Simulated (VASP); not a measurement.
# CoSi2: structure and properties in VASP, part 2 of 2

Aim: relax CoSi2, then compute properties on the relaxed cell. The start is a cell from a database of measured crystal structures.

VASP 6.6.1, plane waves and PAW; the level of theory is named at each step.

Still holding for the runs below: This run allows spin, but its moments start at zero, where symmetry between the spins tends to hold them, which is where the search above led. Its electron count is odd, so without a moment it is a metal by construction. A U on the itinerant d states of such a compound is hard to justify; it moves the bands at the Fermi level.

So far. Step 9 (Bands along the symmetry lines (PBE + U)): Of the bands kept, 3 cross the Fermi level on this path. The relaxed cell has a = 5.309 Å (conventional setting).

## Step 10: Total and projected DOS (PBE + U)

Here the states are counted by energy and projected on the atoms. The mesh is finer than in the run before.

INCAR

```
SYSTEM = CoSi2
PREC = Accurate
ENCUT = 400
EDIFF = 1E-06
NELM = 100
ISMEAR = -5
SIGMA = 0.05
LREAL = .FALSE.
ALGO = Normal
GGA = PE
NBANDS = 23
ISPIN = 2
MAGMOM = 0 -0 -0
LDAU = .TRUE.
LDAUTYPE = 2
LDAUL = 2 -1
LDAUU = 4 0
LDAUJ = 0 0
LDAUPRINT = 1
LASPH = .TRUE.
LMAXMIX = 4
LORBIT = 11
LWAVE = .FALSE.
LCHARG = .FALSE.
KPAR = 8
NEDOS = 2001
```

POSCAR

```
CoSi2
1.0
    0.0000000000      2.6544471679      2.6544471679
    2.6544471679      0.0000000000      2.6544471679
    2.6544471679      2.6544471679      0.0000000000
Co Si
1 2
Direct
    0.0000000000      0.0000000000      0.0000000000
    0.2500000000      0.2500000000      0.2500000000
    0.7500000000      0.7500000000      0.7500000000
```

KPOINTS

```
Automatic mesh
0
Gamma
9 9 9
0 0 0
```

Potentials, in the order of the species: Co and Si (PBE family, release 64).

Launch:

```console
$ mpirun -np 8 vasp_std
```

Run time: 15 s. Hardware: 8 MPI ranks of Intel Xeon Platinum 8259CL at 2.50GHz (Skylake/Cascade Lake), shared host; peak memory 1.3 GiB.

With tetrahedra the forces and stress of a metal are not exact derivatives of the energy.

This step gave:

| Quantity | Value |
| --- | --- |
| SCF cycles | 15 |
| irreducible k-points | 35 |
| free energy (TOTEN) | -15.83 eV |
| Fermi energy | 10.25 eV |
| pressure | -0.1273 GPa |
| DOS at the Fermi level, one point of the energy grid | 0.9967 states/eV/cell |

The density of states has structure finer than the step of the table below, so its rows give means over 0.5 eV, whole bins alone (the curve runs from -12.0 to 5.31 eV). Peaks (eV: height): total -3.80: 3.96, -3.02: 3.31, -2.15: 5.96, -1.99: 8.96; Co d -3.80: 1.97, -2.15: 4.53, -1.99: 7.79; Si p -4.19: 0.73, -3.88: 0.678, -3.02: 0.394, 3.90: 0.525; Co p -3.96: 0.110, -0.89: 0.221, 2.72: 0.0888, 4.13: 0.083; Si s -9.77: 0.289, -8.98: 0.291, -7.81: 0.378, 2.56: 0.449.

States under -12.0 eV and over 5.3 eV are left out; both spin channels agree and are summed. The density of states by energy, zero at the Fermi level; means over each step; values in states/eV/cell:

```csv
energy (eV),total,Co d,Si p,Co p,Si s,Co s
-11.5,0.361,0.00187,0.0118,0.0110,0.123,0.0464
-11.0,0.431,0.00384,0.0173,0.0162,0.145,0.0509
-10.5,0.505,0.00781,0.0238,0.0220,0.168,0.0542
-10.0,0.657,0.0158,0.0343,0.0305,0.218,0.0657
-9.5,0.649,0.0189,0.0332,0.0380,0.221,0.0517
-9.0,0.734,0.0242,0.0342,0.0562,0.261,0.0361
-8.5,0.683,0.0377,0.0421,0.0572,0.231,0.0159
-8.0,0.886,0.0785,0.0528,0.0688,0.305,0.0128
-7.5,0.763,0.101,0.0528,0.0472,0.247,0.0133
-7.0,0.704,0.125,0.0610,0.0326,0.201,0.0166
-6.5,0.792,0.164,0.0970,0.0280,0.166,0.0289
-6.0,0.779,0.170,0.131,0.0283,0.0921,0.0338
-5.5,0.880,0.211,0.165,0.0332,0.0616,0.0416
-5.0,1.02,0.280,0.200,0.0385,0.0404,0.0489
-4.5,1.69,0.597,0.332,0.0603,0.0345,0.0630
-4.0,3.35,1.52,0.624,0.0999,0.0311,0.0724
-3.5,1.73,0.770,0.310,0.0786,0.0169,0.0314
-3.0,2.21,1.28,0.263,0.0544,0.0256,0.0636
-2.5,2.55,1.92,0.149,0.0299,0.00927,0.0469
-2.0,5.33,4.39,0.171,0.0598,0.0134,0.105
-1.5,2.17,1.56,0.130,0.0981,0.0108,0.0421
-1.0,2.29,1.35,0.244,0.189,0.0159,0.0254
-0.5,1.75,0.774,0.266,0.202,0.0168,0.0175
0.0,1.02,0.390,0.165,0.132,0.0200,0.0119
0.5,0.621,0.214,0.0991,0.0838,0.0254,0.00784
1.0,0.446,0.131,0.0680,0.0601,0.0400,0.00573
1.5,0.321,0.100,0.0429,0.0369,0.0417,0.00355
2.0,1.09,0.518,0.0810,0.0294,0.199,0.00572
2.5,2.36,0.761,0.272,0.0677,0.378,0.0134
3.0,0.753,0.219,0.0952,0.0251,0.108,0.01000
3.5,0.498,0.131,0.0497,0.0134,0.01000,0.0295
4.0,2.50,0.644,0.465,0.0747,0.115,0.0448
4.5,1.67,0.358,0.309,0.0585,0.0923,0.0418
5.0,0.741,0.126,0.149,0.0230,0.0668,0.0251
```

The finer mesh and the other smearing move the Fermi level by -0.16 eV from the 6×6×6 run, one measure of the sampling error in the zero of the bands above. Of the states within 0.3 eV of the Fermi level, the largest shares in the PAW spheres are Co d 38 %, Si p 16 % and Co p 13 %. The rest lies in smaller channels or between the spheres.

## Step 11: Zone-centre phonons (PBE + U)

Zone-centre modes test whether the atoms sit at a minimum within this cell. IBRION = 6 takes the force constants from differences of forces between displaced cells, so the forces must be tight.

Edit INCAR of step 10 so:

```diff
@@ -3,6 +3,6 @@
 ENCUT = 400
-EDIFF = 1E-06
+EDIFF = 1E-08
 NELM = 100
-ISMEAR = -5
-SIGMA = 0.05
+ISMEAR = 1
+SIGMA = 0.2
 LREAL = .FALSE.
@@ -10,3 +10,3 @@
 GGA = PE
-NBANDS = 23
+NBANDS = 16
 ISPIN = 2
@@ -25,2 +25,6 @@
 KPAR = 8
-NEDOS = 2001
+IBRION = 6
+NFREE = 2
+POTIM = 0.015
+ISIF = 2
+NSW = 1
```

POSCAR is that of step 10.

KPOINTS

```
Automatic mesh
0
Gamma
13 13 13
0 0 0
```

Launch:

```console
$ mpirun -np 8 vasp_std
```

It took 1.8 min on 8 MPI ranks; peak memory 3.7 GiB.

The last energy, forces, stress and levels in OUTCAR belong to the last displaced cell, not to the cell of POSCAR.

Numbers from this step:

- bands: 16
- irreducible k-points: 84
- pressure of the cell: 0.01912 GPa
- largest force of the cell: 0 eV/Å

Modes at Γ, with each element's share of the kinetic energy:

```
mode  frequency (cm⁻¹)  symmetry  Co %  Si %
   1              -0.1  acoustic    51    49
   2              -0.1  acoustic    51    49
   3              -0.1  acoustic    51    49
   4             326.0       T2g     0   100
   5             326.0       T2g     0   100
   6             326.0       T2g     0   100
   7             333.8       T1u    49    51
   8             333.8       T1u    49    51
   9             333.8       T1u    49    51
```

Displacements in mode 6 (326.0 cm⁻¹), the largest set to 1:
```
Co1  0.00  0.00  0.00
Si2 -0.15 -0.02 -1.00
Si3  0.15  0.02  1.00
```

Displacements in mode 9 (333.8 cm⁻¹), the largest set to 1:
```
Co1 -0.18 -0.04  0.95
Si2  0.18  0.04 -1.00
Si3  0.18  0.04 -1.00
```

The three acoustic modes lie within 0.1 cm⁻¹ of zero, and all others are real. By the characters of their eigenvectors the optical modes sort into (cm⁻¹) Raman active: T2g 326; infrared active: T1u 334. With a centre of inversion no mode is active in both.

## Step 12: Optical spectrum (PBE + U)

LOPTICS sums transitions from filled to empty bands. NBANDS is raised for it.

INCAR

```
SYSTEM = CoSi2
PREC = Accurate
ENCUT = 400
EDIFF = 1E-06
NELM = 100
ISMEAR = 0
SIGMA = 0.05
LREAL = .FALSE.
ALGO = Normal
GGA = PE
NBANDS = 32
ISPIN = 2
MAGMOM = 0 -0 -0
LDAU = .TRUE.
LDAUTYPE = 2
LDAUL = 2 -1
LDAUU = 4 0
LDAUJ = 0 0
LDAUPRINT = 1
LASPH = .TRUE.
LMAXMIX = 4
LORBIT = 11
LWAVE = .FALSE.
LCHARG = .FALSE.
KPAR = 8
LOPTICS = .TRUE.
NEDOS = 1500
CSHIFT = 0.1
```

POSCAR is that of step 11.

KPOINTS

```
Automatic mesh
0
Gamma
9 9 9
0 0 0
```

Launch:

```console
$ mpirun -np 8 vasp_std
```

It took 14 s on 8 MPI ranks; peak memory 1.7 GiB; 84 s of CPU time.

These are independent-particle spectra without excitons or local fields. Fine structure and low peaks depend on the mesh and on CSHIFT. The intraband (Drude) part is not in this spectrum.

Numbers from this step:

```yaml
scf_cycles: 13
bands: 32
irreducible_k_points: 35
free_energy_toten: -15.82 eV
fermi_energy: 10.30 eV
pressure: 0.06074 GPa
```

The imaginary dielectric function, xx has structure finer than the step of the table below, so its rows give means over 0.5 eV, whole bins alone (the curve runs from 0 to 25.0 eV). Peaks (eV: height): 0.30: 7.73, 1.54: 6.36, 2.82: 13.9, 3.61: 15.2, 4.25: 13.7, 5.68: 19.4, 6.31: 15.8.

Table of imaginary dielectric function, xx by photon energy; means over each step:

```
photon energy (eV)  imaginary dielectric function, xx
               0.5                               3.91
               1.0                               3.47
               1.5                               4.13
               2.0                               4.91
               2.5                               10.5
               3.0                               12.3
               3.5                               12.8
               4.0                               9.46
               4.5                               10.6
               5.0                               10.4
               5.5                               14.4
               6.0                               14.5
               6.5                               13.8
               7.0                               9.56
               7.5                               7.01
               8.0                               6.05
               8.5                               5.64
               9.0                               3.74
               9.5                               2.94
              10.0                               2.94
              10.5                               2.42
              11.0                               1.85
              11.5                               1.88
              12.0                               1.59
              12.5                               1.19
              13.0                               1.16
              13.5                              0.996
              14.0                              0.829
              14.5                              0.705
              15.0                              0.618
              15.5                              0.637
              16.0                              0.610
              16.5                              0.607
              17.0                              0.473
              17.5                              0.440
              18.0                              0.361
              18.5                              0.376
              19.0                              0.365
              19.5                              0.388
              20.0                              0.332
              20.5                              0.284
              21.0                              0.289
              21.5                              0.261
              22.0                              0.338
              22.5                              0.326
              23.0                              0.269
              23.5                              0.244
              24.0                              0.269
              24.5                              0.209
```

The real dielectric function, xx by photon energy:

photon energy (eV), real dielectric function, xx and a bar from the least value:
```
        0       20.5 ##############################
        1       14.0 ######################
        2       16.5 #########################
        3       11.0 ###################
        4        8.3 ################
        5        5.6 #############
        6       -0.3 ######
        7       -5.3 
        8       -3.5 ##
        9       -4.0 ##
       10       -2.4 ###
       11       -2.3 ####
       12       -1.9 ####
       13       -1.3 #####
       14       -1.0 #####
       15       -0.8 #####
       16       -0.6 ######
       17       -0.4 ######
       18       -0.2 ######
       19        0.0 ######
       20        0.0 ######
       21        0.2 ######
       22        0.2 ######
       23        0.2 ######
       24        0.3 #######
```

## Step 13: Outcome

| Quantity | Value |
| --- | --- |
| relaxed volume | 12.47 Å³/atom |
| relaxed conventional cell a, b, c | 5.309, 5.309, 5.309 Å |
| space group after relaxing, within 0.02 Å | Fm-3m (No. 225) |
| moment of the cell | 0 μB |
| band gap | none, a metal |
| DOS at the Fermi level | 0.997 states/eV/cell |
| highest zone-centre mode | 334 cm⁻¹ |

What this shows: With PBE + U, CoSi2 relaxes to 12.47 Å³/atom in space group Fm-3m (held by the symmetry of the run) and comes out as a metal. Against the listed cell the volume lies -3.1 %. Bands along the symmetry lines (PBE + U): Of the bands kept, 3 cross the Fermi level on this path. Zone-centre phonons (PBE + U): The highest mode in this list at Γ, 333.8 cm⁻¹, has its largest share on Si (51 % of the kinetic energy). The k-sampling is coarse for a metal, so the Fermi level, pressures and the shape of the cell carry errors. With an odd electron count and no spin the cell is a metal by construction. Modes at Γ alone can't show that the crystal is stable at other wave vectors. In such a metal, moments, volume and the states at the Fermi level hinge on the chosen U. No search among competing phases was made, and a listed structure need not be the one stable at ambient conditions. All values are for a static lattice at zero temperature.

[Lines on the potential files, build, host, timing and source positions are cut from VASP's logs without a mark.]

[Logs are printed without paths, hosts, clocks, repeated set-up lines and the standing remarks that a program may print on its own settings, such as how far it seeks lower states.]

[Hosts, paths, dates, database ids (printed as entryN), source tags and the programs' standing remarks are cut or masked in the printed files.]

[A measured line is paired with the nearest computed mode of its activity, which favours agreement.]

[In band tables of VASP the shares of atoms and orbitals are scaled to a sum of 1 inside the atoms' spheres.]
